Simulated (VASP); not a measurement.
A run of VASP 6.6.1 is set up as follows.

POSCAR

```
Si3P4
1.0
   -2.5601700000      2.5601700000      5.1203400000
    2.5601700000     -2.5601700000      5.1203400000
    2.5601700000      2.5601700000     -5.1203400000
Si P
3 4
Direct
    0.7500000000      0.2500000000      0.5000000000
    0.2500000000      0.7500000000      0.5000000000
    0.5000000000      0.5000000000      0.0000000000
    0.3452520000      0.8830800000      0.0000000000
    0.8830800000      0.3452520000      0.0000000000
    0.1169200000      0.1169200000      0.4621720000
    0.6547480000      0.6547480000      0.5378280000
```

File INCAR.step1:

```
SYSTEM = Si3P4
  PREC = Accurate
  ENCUT = 520
  EDIFF = 1E-5
  ISMEAR = 0
  SIGMA = 0.02
  LREAL = .FALSE.
  LASPH = .TRUE.
  NELM = 40
  ALGO = Normal
  ISIF = 2
  LWAVE = .TRUE.
  KPAR = 4
  GGA = PE
```

INCAR.step2

```
SYSTEM = Si3P4
  PREC = Accurate
  ENCUT = 520
  EDIFF = 1E-5
  ISMEAR = 0
  SIGMA = 0.02
  LREAL = .FALSE.
  LASPH = .TRUE.
  NELM = 40
  ALGO = Normal
  ISIF = 2
  LWAVE = .FALSE.
  LCHARG = .FALSE.
  GGA = PE
  LHFCALC = .TRUE.
  HFSCREEN = 0.2
  PRECFOCK = Fast
  KPAR = 4
  ISTART = 1
```

File KPOINTS:

```
Automatic mesh
0
G
  6 6 6
  0 0 0
```

Potentials or basis: VASP PAW PBE potentials, release 64 (Si, P).

The run is started by

```sh
$ cat potpaw_PBE.64/Si/POTCAR potpaw_PBE.64/P/POTCAR > POTCAR
$ cp INCAR.step1 INCAR
$ mpirun -np 4 vasp_std > vasp.out
$ cp INCAR.step2 INCAR
$ mpirun -np 4 vasp_std > vasp.out
```

Task: What does it give for the largest force?

Result: 0.279 eV/Å.

Task: Predict the band gap on the k mesh.

Result: 1.00 eV, indirect (least direct gap 1.35 eV).

Task: Estimate the pressure.

Result: -2.5 GPa.

Stress tensor (GPa, compression positive):
```
-2.49  0.00  0.00
 0.00 -2.49  0.00
 0.00  0.00 -2.59
```

Caveat: the PAW data sets were made with another functional, which shifts forces and pressure a little. A k mesh can miss the band edges.
